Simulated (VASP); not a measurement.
# Driving VASP from ASE on TaAs, part 3 of 3

Do ASE scripts that read TaAs from different structure formats give one answer, and do several routes find one equilibrium volume? All runs use LDA. Left out of this account: at least 1 further run (fields: a reference on another mesh). The start is a computed cell from the Materials Project.

VASP 6.6.1; LDA; plane waves and PAW (Ta_pv, As).

So far. Step 4 (Relaxing cell and atoms (LDA, through ASE)): It ends with forces under 0.001 eV/Å and a pressure of -0.02 GPa. Step 5 (Equation of state by an ASE loop (LDA)): The fit over cells of fixed shape and fractional positions puts the volume +0.10 % from the relaxed one.

**6. BFGS in ASE (LDA)**

Here ASE drives the relaxation and calls VASP for forces and stress at each step.

Input file run.py:

```python
import numpy as np
from ase.calculators.vasp import Vasp
from ase import Atoms
from ase.optimize import BFGS
from ase.filters import FrechetCellFilter

atoms = Atoms(['Ta', 'Ta', 'As', 'As'],
              cell=[[0.0, -3.44362672, 0.0], [-3.44362672, 0.0, 0.0], [1.72181336, -1.72181336, -5.86794154]],
              scaled_positions=[[0.4999673, 3.27e-05, 6.54e-05], [0.7499673, 0.2500327, 0.5000654], [0.08263212, 0.41736788, 0.83473576], [0.33263212, 0.66736788, 0.33473576]],
              pbc=True)

calc = Vasp(
    xc='lda',
    pp='LDA',
    prec='Accurate',
    encut=400,
    ediff=1e-06,
    nelm=100,
    ismear=-1,
    sigma=0.05,
    lreal=False,
    algo='Normal',
    nbands=22,
    lasph=True,
    lorbit=11,
    lwave=False,
    lcharg=False,
    kpar=4,
    isif=2,
    pp_version='64',
    setups={'Ta': '_pv', 'As': ''},
    kpts=(9, 9, 9),
    gamma=True,
    txt='vasp.out',
)
atoms.calc = calc

BFGS(FrechetCellFilter(atoms)).run(fmax=0.02, steps=30)
print("cell (A, degrees):", np.round(atoms.cell.cellpar(), 4))
print("volume (A^3):", round(atoms.get_volume(), 4))
print("energy (eV):", round(atoms.get_potential_energy(), 6))
print("Fermi level (eV):", round(calc.get_fermi_level(), 4))
print("forces (eV/A):")
print(np.round(atoms.get_forces(), 4))
print("stress (GPa, Voigt, tension positive):", np.round(atoms.get_stress() * 160.21766, 3))
```

Potentials, in the order of the species: Ta_pv and As (LDA family, release 64).

On the command line:

```bash
$ export ASE_VASP_COMMAND="mpirun -np 4 vasp_std"
$ python run.py
```

The program printed:

```text
Step     Time          Energy          fmax
BFGS:    0 --:--:--      -38.895952        0.717748
BFGS:    1 --:--:--      -38.915345        0.583879
BFGS:    2 --:--:--      -38.946218        0.065372
BFGS:    3 --:--:--      -38.946432        0.069804
BFGS:    4 --:--:--      -38.946693        0.076313
BFGS:    5 --:--:--      -38.947134        0.062777
BFGS:    6 --:--:--      -38.947368        0.029122
BFGS:    7 --:--:--      -38.947418        0.009267
cell (A, degrees): [  3.4118   3.4118   6.2522 105.8336  74.1664  90.    ]
volume (A^3): 67.141
energy (eV): -38.944291
Fermi level (eV): 7.2836
forces (eV/A):
[[ 0.      0.      0.0043]
 [ 0.      0.      0.0043]
 [-0.     -0.     -0.0043]
 [-0.     -0.     -0.0043]]
stress (GPa, Voigt, tension positive): [ 0.088  0.088  0.036 -0.    -0.    -0.   ]
```

The job ended after 5.3 min (4 MPI ranks of AMD EPYC 7R43, shared host; peak memory 0.64 GiB).

The INCAR that ASE wrote:

```
ENCUT = 400.000000
SIGMA = 0.050000
EDIFF = 1.00e-06
ALGO = Normal
PREC = Accurate
ISIF = 2
ISMEAR = -1
KPAR = 4
LORBIT = 11
NBANDS = 22
NELM = 100
LASPH = .TRUE.
LCHARG = .FALSE.
LWAVE = .FALSE.
LREAL = .FALSE.
```

The KPOINTS that ASE wrote:

```
KPOINTS created by Atomic Simulation Environment
0
Gamma
9 9 9
0 0 0
```

vasp.out (the last of its runs):

```text
[... set-up lines as in an earlier step ...]
 entering main loop
       N       E                     dE             d eps       ncg     rms          rms(c)
DAV:   1     0.207968682858E+03    0.20797E+03   -0.14585E+04  3308   0.116E+03
DAV:   2    -0.316954410644E+02   -0.23966E+03   -0.22994E+03  3820   0.332E+02
DAV:   3    -0.405829173250E+02   -0.88875E+01   -0.86606E+01  4258   0.586E+01
DAV:   4    -0.407271822994E+02   -0.14426E+00   -0.14360E+00  4006   0.711E+00
DAV:   5    -0.407306601790E+02   -0.34779E-02   -0.34753E-02  4278   0.855E-01    0.225E+01
DAV:   6    -0.390844510617E+02    0.16462E+01   -0.48820E+00  4030   0.135E+01    0.965E+00
DAV:   7    -0.389680903490E+02    0.11636E+00   -0.43266E-01  4646   0.411E+00    0.264E+00
DAV:   8    -0.389478893599E+02    0.20201E-01   -0.40855E-02  4142   0.983E-01    0.269E-01
DAV:   9    -0.389475030494E+02    0.38631E-03   -0.34139E-03  4182   0.303E-01    0.112E-01
DAV:  10    -0.389474204216E+02    0.82628E-04   -0.40553E-04  4026   0.160E-01    0.208E-02
DAV:  11    -0.389474194413E+02    0.98026E-06   -0.27162E-05  4386   0.279E-02    0.135E-02
DAV:  12    -0.389474176242E+02    0.18171E-05   -0.87223E-06  4028   0.207E-02    0.113E-03
DAV:  13    -0.389474176221E+02    0.21155E-08   -0.31282E-07  2484   0.384E-03
   1 F= -.38947418E+02 E0= -.38944291E+02  d E =-.625336E-02
```

From OUTCAR (step 6):

```text
   ENCUT  =  400.0 eV  29.40 Ry    5.42 a.u.   5.56  5.56 10.20*2*pi/ulx,y,z

   NELECT =      32.0000    total number of electrons

 E-fermi :   7.2836

 k-point     1 :       0.0000    0.0000    0.0000
  band No.  band energies     occupation
    ...
     12       4.7693      2.00000
     13       4.8596      2.00000
     14       5.2868      2.00000
     15       5.6422      2.00000
     16       5.6422      2.00000
     17       8.1897      0.00000
     18       8.8988      0.00000
     19       9.7551      0.00000
     20      10.5078      0.00000
     21      10.5078      0.00000
    ...

  Total       -0.0370688     -0.0370688     -0.0152363      0.0000000      0.0000000      0.0000000
  in kB       -0.8845689     -0.8845689     -0.3635806      0.0000000      0.0000000      0.0000000
  external PRESSURE =      -0.7109062 kB  Pullay stress =       0.0000000 kB

 POSITION                                       TOTAL-FORCE (eV/Angst)
 -----------------------------------------------------------------------------------
     -1.70589     -3.41177     -5.76469         0.000000      0.000000      0.004305
      0.00000     -3.41177     -2.88067         0.000000      0.000000      0.004305
      0.00000     -1.70589     -4.81850        -0.000000     -0.000000     -0.004305
     -1.70589     -1.70589     -1.93449        -0.000000     -0.000000     -0.004305
 -----------------------------------------------------------------------------------
    total drift:                               -0.000002      0.000002      0.000171

  FREE ENERGIE OF THE ION-ELECTRON SYSTEM (eV)
  ---------------------------------------------------
  free  energy   TOTEN  =       -38.9474176221 eV

  energy  without entropy=      -38.9411642646  energy(sigma->0) =      -38.94429094

[... 4 parts as in an earlier step ...]

[... 12 further parts left out ...]
```

This step gave:

| Quantity | Value |
| --- | --- |
| optimizer steps | 7 |
| volume after bfgs | 16.79 Å³/atom |

**7. Side by side**

| run | atoms | mesh | energy (eV/atom) | pressure (GPa) |
| --- | --- | --- | --- | --- |
| ASE, structure read from a POSCAR | 4 | 9×9×9 | -9.72321 | -6.579 |
| ASE, structure read from a CIF with its space group | 8 | 6×6×2 | -9.71748 | -6.427 |

**8. Self-consistent run (LDA, through ASE) with a changed input**

A single point gives energy, forces and stress at these settings. Some settings are moved from the usual, to see what they do.

Edit run.py of step 6 so:

```diff
@@ -3,4 +3,3 @@
 from ase import Atoms
-from ase.optimize import BFGS
-from ase.filters import FrechetCellFilter
+from ase.dft.bandgap import bandgap
 
@@ -16,3 +15,3 @@
     encut=400,
-    ediff=1e-06,
+    ediff=0.001,
     nelm=100,
@@ -37,5 +36,2 @@
 
-BFGS(FrechetCellFilter(atoms)).run(fmax=0.02, steps=30)
-print("cell (A, degrees):", np.round(atoms.cell.cellpar(), 4))
-print("volume (A^3):", round(atoms.get_volume(), 4))
 print("energy (eV):", round(atoms.get_potential_energy(), 6))
@@ -45 +41,3 @@
 print("stress (GPa, Voigt, tension positive):", np.round(atoms.get_stress() * 160.21766, 3))
+gap, p1, p2 = bandgap(calc, direct=False)
+print("gap on the mesh (eV):", round(gap, 4))
```

The program printed:

```text
energy (eV): -38.892918
Fermi level (eV): 6.9147
forces (eV/A):
[[ 0.     -0.      0.0188]
 [ 0.     -0.      0.0188]
 [-0.      0.     -0.0188]
 [-0.      0.     -0.0188]]
stress (GPa, Voigt, tension positive): [ 6.231  6.231  6.222 -0.    -0.    -0.   ]
gap on the mesh (eV): 0.0
```

Run time: 30 s. Hardware: 4 MPI ranks; peak memory 0.62 GiB; 79 s of CPU time.

The INCAR that ASE wrote:

```
ENCUT = 400.000000
SIGMA = 0.050000
EDIFF = 1.00e-03
ALGO = Normal
PREC = Accurate
ISIF = 2
ISMEAR = -1
KPAR = 4
LORBIT = 11
NBANDS = 22
NELM = 100
LASPH = .TRUE.
LCHARG = .FALSE.
LWAVE = .FALSE.
LREAL = .FALSE.
```

ASE turned this into the KPOINTS:

```
KPOINTS created by Atomic Simulation Environment
0
Gamma
9 9 9
0 0 0
```

VASP's own log, vasp.out:

```text
[... set-up lines as in an earlier step ...]
 entering main loop
       N       E                     dE             d eps       ncg     rms          rms(c)
DAV:   1     0.204924183529E+03    0.20492E+03   -0.14617E+04  3332   0.115E+03
DAV:   2    -0.315252725217E+02   -0.23645E+03   -0.22669E+03  3842   0.326E+02
DAV:   3    -0.406264268314E+02   -0.91012E+01   -0.88537E+01  4236   0.587E+01
DAV:   4    -0.407860983203E+02   -0.15967E+00   -0.15886E+00  4052   0.736E+00
DAV:   5    -0.407901332246E+02   -0.40349E-02   -0.40314E-02  4296   0.886E-01    0.210E+01
DAV:   6    -0.390265050411E+02    0.17636E+01   -0.54778E+00  4016   0.139E+01    0.876E+00
DAV:   7    -0.389172130409E+02    0.10929E+00   -0.44101E-01  4652   0.405E+00    0.258E+00
DAV:   8    -0.388964909440E+02    0.20722E-01   -0.41614E-02  4124   0.944E-01    0.272E-01
DAV:   9    -0.388960479656E+02    0.44298E-03   -0.37142E-03  4018   0.306E-01
   1 F= -.38896048E+02 E0= -.38892917E+02  d E =-.626093E-02
```

OUTCAR, selected parts (step 8):

```text
   NELECT =      32.0000    total number of electrons

 E-fermi :   6.9147

 k-point     1 :       0.0000    0.0000    0.0000
  band No.  band energies     occupation
    ...
     12       4.4778      2.00000
     13       4.5954      2.00000
     14       4.9756      2.00000
     15       5.3183      2.00000
     16       5.3183      2.00000
     17       7.8163      0.00000
     18       8.4651      0.00000
     19       9.2416      0.00000
     20      10.0194      0.00000
     21      10.0194      0.00000
    ...

  Total       -2.7061124     -2.7061124     -2.7024280      0.0000000      0.0000000      0.0000000
  in kB      -62.3072373    -62.3072373    -62.2224053      0.0000000      0.0000000      0.0000000
  external PRESSURE =     -62.2789599 kB  Pullay stress =       0.0000000 kB

 POSITION                                       TOTAL-FORCE (eV/Angst)
 -----------------------------------------------------------------------------------
      0.00000     -1.72181     -0.00038         0.000000     -0.000000      0.018755
      0.00000     -3.44363     -2.93435         0.000000     -0.000000      0.018755
      0.00000     -1.72181     -4.89818        -0.000000      0.000000     -0.018755
     -1.72181     -1.72181     -1.96421        -0.000000      0.000000     -0.018755
 -----------------------------------------------------------------------------------
    total drift:                               -0.000001      0.000001     -0.000340

  FREE ENERGIE OF THE ION-ELECTRON SYSTEM (eV)
  ---------------------------------------------------
  free  energy   TOTEN  =       -38.8960479656 eV

  energy  without entropy=      -38.8897870312  energy(sigma->0) =      -38.89291750

[... 6 parts as in an earlier step ...]

[... 11 further parts left out ...]
```

The run converged; its settings lie outside those of the reference runs, so its numbers are set aside.

Settings moved from the usual: EDIFF = 0.001.

**9. What came out**

```yaml
energy_ase_structure_read_from_a_poscar: -9.72321 eV/atom
energy_ase_structure_read_from_a_cif_with_its_space_group: -9.71748 eV/atom
volume_from_vasp_s_own_relaxation: 16.78 Å³/atom
volume_from_the_fit_of_the_ase_volume_loop: 16.80 Å³/atom
volume_from_bfgs_in_ase: 16.79 Å³/atom
```

In words: With the structure read from a CIF with its space group, ASE's run differs from the first script by +5.7 meV an atom, on the larger cell and its own mesh. The routes to the equilibrium volume agree within 0.10 %. A relaxation follows the stress, which carries a basis-set error, while a volume loop fits energies; every loop stops at a tolerance; VASP's relaxation keeps the plane waves of its start, while ASE starts VASP afresh at each cell, and a loop at fixed shape can't relax anything but the volume.

[Lines on the potential files, build, host, timing and source positions are cut from VASP's logs without a mark.]

[Logs are printed without paths, hosts, clocks, repeated set-up lines and the standing remarks that a program may print on its own settings, such as how far it seeks lower states.]

[Hosts, paths, dates, database ids (printed as entryN), source tags and the programs' standing remarks are cut or masked in the printed files.]

[A measured line is paired with the nearest computed mode of its activity, which favours agreement.]

[In band tables of VASP the shares of atoms and orbitals are scaled to a sum of 1 inside the atoms' spheres.]
